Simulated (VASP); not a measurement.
# ZnPt under strain, part 2 of 2

Aim: follow the pressure of ZnPt through compression, expansion and shear. All runs use LDA. Left out of this account: 1 further run (self-consistent run: a reference on another mesh). The start is a cell from a database of measured crystal structures.

VASP 6.6.1; LDA; plane waves and PAW (Zn, Pt).

Still holding for the runs below: Spin-orbit coupling is off here; with elements this heavy it splits and shifts levels by tenths of an eV or more.

So far, pressure (GPa): step 2 (bands, cell as listed) -10.4; step 3 (cell volume +4.0 %) -16.2; step 4 (cell volume +8.0 %) -20.7; step 5 (bands, sheared, principal strains -2.7, +1.0, +1.7 %) -10.0; step 6 (cell volume -4.0 %) -2.70.

### Step 7. Bands, volume times 0.92

The cell is scaled evenly once more. A prediction first. A parabola through the 4 pressures of evenly scaled cells so far, P = -10.32 -168.2 t +443 t² GPa with t = ln(V/V₁) and V₁ the volume at scale 1, gives 6.79 GPa at t = -0.0834.

Contents of INCAR:

```
SYSTEM = ZnPt
PREC = Accurate
ENCUT = 400
EDIFF = 1E-06
NELM = 100
ISMEAR = -1
SIGMA = 0.05
LREAL = .FALSE.
ALGO = Normal
GGA = CA
NBANDS = 23
LASPH = .TRUE.
LORBIT = 11
LWAVE = .FALSE.
LCHARG = .FALSE.
KPAR = 2
```

Contents of POSCAR:

```
ZnPt
1.0
    2.7854943983      0.0000000000      0.0000000000
    0.0000000000      2.7854943983      0.0000000000
    0.0000000000      0.0000000000      3.4137867800
Zn Pt
1 1
Direct
    0.5000000000      0.5000000000      0.5000000000
    0.0000000000      0.0000000000      0.0000000000
```

Contents of KPOINTS:

```
Automatic mesh
0
Gamma
13 13 11
0 0 0
```

Contents of KPOINTS_OPT:

```
Line mode
16
Line-mode
Reciprocal
  0.00000000   0.00000000   0.00000000 GAMMA
  0.00000000   0.50000000   0.00000000 X

  0.00000000   0.50000000   0.00000000 X
  0.50000000   0.50000000   0.00000000 M

  0.50000000   0.50000000   0.00000000 M
  0.00000000   0.00000000   0.00000000 GAMMA

  0.00000000   0.00000000   0.00000000 GAMMA
  0.00000000   0.00000000   0.50000000 Z

  0.00000000   0.00000000   0.50000000 Z
  0.00000000   0.50000000   0.50000000 R

  0.00000000   0.50000000   0.50000000 R
  0.50000000   0.50000000   0.50000000 A

  0.50000000   0.50000000   0.50000000 A
  0.00000000   0.00000000   0.50000000 Z

  0.00000000   0.50000000   0.00000000 X
  0.00000000   0.50000000   0.50000000 R

  0.50000000   0.50000000   0.00000000 M
  0.50000000   0.50000000   0.50000000 A
```

PAW data sets: Zn and Pt (LDA family, release 64).

Run with:

```bash
mpirun -np 2 vasp_std
```

Elapsed: 15 s, on 2 MPI ranks of Intel Xeon 6975P-C (Granite Rapids), shared host; peak memory 0.4 GiB.

This step gave:

| Property | Result |
| --- | --- |
| SCF cycles | 12 |
| free energy (TOTEN) | -10.51 eV |
| energy at zero smearing | -10.51 eV |
| Fermi energy | 8.387 eV |
| pressure | 7.271 GPa |

The electronic bands at the labelled points (eV, zero at the Fermi level; # counts the bands kept):

```csv
point,#8,#9,#10,#11,#12,#13,#14
Γ,-4.31,-1.60,-1.60,-0.97,2.37,8.61,8.61
0.47 of the way,-3.93,-3.43,-1.97,-1.66,3.79,5.33,10.03
X,-4.77,-4.38,-2.94,-1.74,1.37,9.39,10.22
0.47 of the way,-3.79,-3.55,-2.27,-1.78,1.31,9.24,9.80
M,-2.72,-2.72,-0.63,-0.63,0.28,5.68,6.20
0.47 of the way,-3.55,-3.52,-2.90,-2.32,4.03,5.71,8.16
Γ,-4.31,-1.60,-1.60,-0.97,2.37,8.61,8.61
0.47 of the way,-4.70,-2.11,-2.11,-1.01,-0.24,10.22,10.22
Z,-5.55,-2.67,-2.67,-2.08,-1.06,12.67,14.39
0.47 of the way,-4.53,-2.43,-2.21,-1.73,-1.66,8.09,8.79
R,-2.25,-2.22,-1.67,-1.58,-1.25,3.54,4.72
0.47 of the way,-4.52,-3.10,-1.18,1.50,1.98,3.74,4.14
A,-5.70,-1.37,0.29,2.86,5.39,5.39,5.73
0.47 of the way,-4.12,-3.10,-2.36,-0.69,0.38,6.84,8.67
Z,-5.55,-2.67,-2.67,-2.08,-1.06,12.67,14.39
jump to X,-4.77,-4.38,-2.94,-1.74,1.37,9.39,10.22
0.47 of the way,-4.38,-2.83,-2.63,-1.71,1.04,5.98,6.73
R,-2.25,-2.22,-1.67,-1.58,-1.25,3.54,4.72
jump to M,-2.72,-2.72,-0.63,-0.63,0.28,5.68,6.20
0.53 of the way,-4.69,-2.14,0.29,2.41,2.41,4.04,5.68
A,-5.70,-1.37,0.29,2.86,5.39,5.39,5.73
```

Of the projections kept (Zn, Pt), the largest for each band there; the rest of the weight can lie on other orbitals:

```csv
point,#8,#9,#10,#11,#12,#13,#14
Γ,Pt 0.70,Pt 0.93,Pt 0.93,Pt 0.98,Pt 0.51,Zn 0.59,Zn 0.59
X,Pt 0.91,Zn 0.74,Pt 0.97,Pt 1.00,Pt 0.94,Zn 0.63,Pt 0.65
M,Pt 0.77,Pt 0.77,Pt 0.51,Pt 0.51,Pt 1.00,Pt 0.86,Zn 0.62
Γ,Pt 0.70,Pt 0.93,Pt 0.93,Pt 0.98,Pt 0.51,Zn 0.59,Zn 0.59
Z,Pt 1.00,Pt 0.95,Pt 0.95,Pt 0.96,Pt 1.00,Zn 1.00,Zn 0.86
R,Pt 0.90,Zn 0.55,Pt 0.91,Pt 0.65,Pt 0.94,Pt 0.89,Pt 0.53
```

 The pressure is 7.27 GPa. The parabola predicted 6.79 GPa, -0.48 GPa off.

### Step 8. Bands, atoms displaced by up to 0.03 Å

The atoms are moved off their sites at random, as a crude picture of disorder.

INCAR is that of step 7.

Contents of POSCAR:

```
ZnPt
1.0
    2.8640000000      0.0000000000      0.0000000000
    0.0000000000      2.8640000000      0.0000000000
    0.0000000000      0.0000000000      3.5100000000
Zn Pt
1 1
Direct
    0.4996090000      0.4982000000      0.4984650000
    0.0020110000     -0.0111810000     -0.0021930000
```

KPOINTS is that of step 7.

KPOINTS_OPT is that of step 7.

Run with:

```bash
mpirun -np 2 vasp_std
```

Wall time 59 s (2 MPI ranks); peak memory 1.3 GiB; 1.9 min of CPU time.

Numbers from this step:

- SCF cycles: 11
- irreducible k-points: 930
- symmetry operations: 1
- free energy (TOTEN): -10.48 eV
- energy at zero smearing: -10.48 eV
- Fermi energy: 7.181 eV
- pressure: -10.31 GPa

Electronic bands along the path, in eV, zero at the Fermi level; # counts the bands kept:

```
          point     #8     #9    #10    #11    #12    #13    #14
              Γ  -3.95  -1.48  -1.48  -0.90   2.45   8.34   8.35
0.47 of the way  -3.56  -3.05  -1.75  -1.52   3.61   5.11   9.35
              X  -4.21  -4.14  -2.59  -1.57   1.18   9.14   9.77
0.47 of the way  -3.43  -3.15  -2.07  -1.57   1.15   8.76   9.13
              M  -2.53  -2.53  -0.35  -0.35   0.19   5.10   5.49
0.53 of the way  -3.48  -3.09  -2.53  -2.03   4.59   5.35   6.89
              Γ  -3.95  -1.48  -1.48  -0.90   2.45   8.34   8.35
0.53 of the way  -4.45  -2.00  -1.99  -0.93  -0.57  10.21  10.21
              Z  -4.89  -2.37  -2.37  -1.87  -0.96  12.45  13.60
0.53 of the way  -3.74  -2.10  -1.91  -1.61  -1.49   6.85   7.43
              R  -2.05  -1.82  -1.55  -1.25  -1.16   3.10   4.16
0.53 of the way  -4.23  -2.39  -1.07   2.02   2.47   3.40   3.54
              A  -5.04  -1.24   0.20   2.62   5.18   5.18   5.58
0.53 of the way  -3.43  -3.22  -2.17  -0.96  -0.20   7.26   8.57
              Z  -4.89  -2.37  -2.37  -1.87  -0.96  12.45  13.60
      jump to X  -4.21  -4.14  -2.59  -1.57   1.18   9.14   9.77
0.47 of the way  -3.85  -2.52  -2.35  -1.56   0.92   5.56   6.27
              R  -2.05  -1.82  -1.55  -1.25  -1.16   3.10   4.16
      jump to M  -2.53  -2.53  -0.35  -0.35   0.19   5.10   5.49
0.53 of the way  -4.21  -1.96   0.20   2.36   2.36   3.70   5.19
              A  -5.04  -1.24   0.20   2.62   5.18   5.18   5.58
```

Of the projections kept (Zn, Pt), the largest for each band there; the rest of the weight can lie on other orbitals:

| point | #8 | #9 | #10 | #11 | #12 | #13 | #14 |
| --- | --- | --- | --- | --- | --- | --- | --- |
| Γ | Pt 0.76 | Pt 0.94 | Pt 0.94 | Pt 0.98 | Zn 0.50 | Zn 0.60 | Zn 0.60 |
| X | Pt 0.98 | Zn 0.74 | Pt 0.98 | Pt 1.00 | Pt 0.95 | Zn 0.60 | Pt 0.68 |
| M | Pt 0.81 | Pt 0.81 | Pt 0.51 | Pt 0.51 | Pt 1.00 | Pt 0.88 | Zn 0.62 |
| Γ | Pt 0.76 | Pt 0.94 | Pt 0.94 | Pt 0.98 | Zn 0.50 | Zn 0.60 | Zn 0.60 |
| Z | Pt 1.00 | Pt 0.96 | Pt 0.96 | Pt 0.96 | Pt 1.00 | Zn 0.99 | Zn 0.72 |
| R | Pt 0.92 | Zn 0.55 | Pt 0.93 | Pt 0.70 | Pt 0.93 | Pt 0.90 | Pt 0.54 |

Force by atom:

```csv
atom,x (eV/Å),y (eV/Å),z (eV/Å),size
Zn1,0.0244,-0.0949,-0.0138,0.0989
Pt2,-0.0244,0.0949,0.0138,0.0989
```

 The pressure is -10.31 GPa, and the symmetry operations fall from 16 to 1.

### Step 9. Side by side

| cell | mesh | pressure (GPa) | gap (eV) |
| --- | --- | --- | --- |
| cell as listed | 13×13×11 | -10.35 | none |
| volume times 1.04 | 13×13×11 | -16.20 | none |
| volume times 1.08 | 13×13×11 | -20.65 | none |
| sheared, principal strains -2.7, +1.0, +1.7 % | 13×13×11 | -10.02 | none |
| volume times 0.96 | 13×13×11 | -2.70 | none |
| volume times 0.92 | 13×13×11 | 7.27 | none |
| atoms displaced by up to 0.03 Å | 13×13×11 | -10.31 | none |

### Step 10. Summary of results

| Item | Value |
| --- | --- |
| pressure, cell as listed | -10.4 GPa |
| pressure, volume times 1.04 | -16.2 GPa |
| pressure, volume times 1.08 | -20.7 GPa |
| pressure, sheared, principal strains -2.7, +1.0, +1.7 % | -10.0 GPa |
| pressure, volume times 0.96 | -2.70 GPa |
| pressure, volume times 0.92 | 7.27 GPa |
| pressure, atoms displaced by up to 0.03 Å | -10.3 GPa |
| bulk modulus at the listed volume, shape and positions held | 170 GPa |

What this shows: The slope of pressure against ln V at the listed volume gives a bulk modulus of 170 GPa at fixed shape and positions (not that of equilibrium, since the cell bears -10.4 GPa there). Spin-orbit coupling is left out, and with elements this heavy it would split and shift bands near the Fermi level.

[Lines on the potential files, build, host, timing and source positions are cut from VASP's logs without a mark.]

[Logs are printed without paths, hosts, clocks, repeated set-up lines and the standing remarks that a program may print on its own settings, such as how far it seeks lower states.]

[Hosts, paths, dates, database ids (printed as entryN), source tags and the programs' standing remarks are cut or masked in the printed files.]

[A measured line is paired with the nearest computed mode of its activity, which favours agreement.]
